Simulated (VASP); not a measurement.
VASP runs on GaSb (zinc blende) share one base input (PBE GGA, plane waves, VASP's PBE PAW potentials (set 64)) and change the settings named in each case.

### INCAR
```
! general
SYSTEM  = GaSb
PREC    = Accurate
ENCUT   = 400
LREAL   = .False.   ! projection in real space or not
LASPH   = .True.

! electronic loop
EDIFF   = 1E-6   ! SCF stop (eV)
NELM    = 100
ALGO    = Normal
LMAXMIX = 4   ! l cut-off of mixed one-centre charges

! smearing
ISMEAR  = 0   ! Gaussian
SIGMA   = 0.05

! functional
GGA     = PE   ! PBE

! ions
ISIF    = 2

! output
LWAVE   = .False.
LCHARG  = .False.
```

File KPOINTS:
```
Automatic mesh
0
Gamma
7 7 7
0 0 0
```

POSCAR:
```
GaSb
1
    0.0000000000     3.0500000000     3.0500000000
    3.0500000000     0.0000000000     3.0500000000
    3.0500000000     3.0500000000     0.0000000000
Ga Sb
1 1
Direct
  0.0000000000   0.0000000000   0.0000000000
  0.2500000000   0.2500000000   0.2500000000
```

POTCAR, in this order: Ga_d Sb (PBE.64 set). Program: vasp_std.

| change | E(σ→0) (eV/atom) | −TS (eV) | irreducible k-points |
|---|---|---|---|
| base run | -3.6644 | -0.0001 | 20 |
| KPOINTS 2×2×2 Monkhorst-Pack mesh | -3.5842 | 0.0000 | 2 |
| KPOINTS 5×5×5 Monkhorst-Pack mesh | -3.6341 | -0.0003 | 10 |
| KPOINTS 6×6×6 Monkhorst-Pack mesh | -3.6718 | 0.0000 | 28 |
| KPOINTS 8×8×8 Monkhorst-Pack mesh | -3.6720 | 0.0000 | 60 |
 Unless said otherwise, spin-orbit coupling is left out, though it shifts the bands of the heavy elements here.

Left out are runs that ran out of time, are held back, or changed the cell or the kind of run, fixed moments of cells without a moment, rows past the twelfth, gaps on odd meshes, pressures of charged cells and columns that move by less than the noise.

The compound is GaSb in the zinc blende structure. The cell was not relaxed at this level.
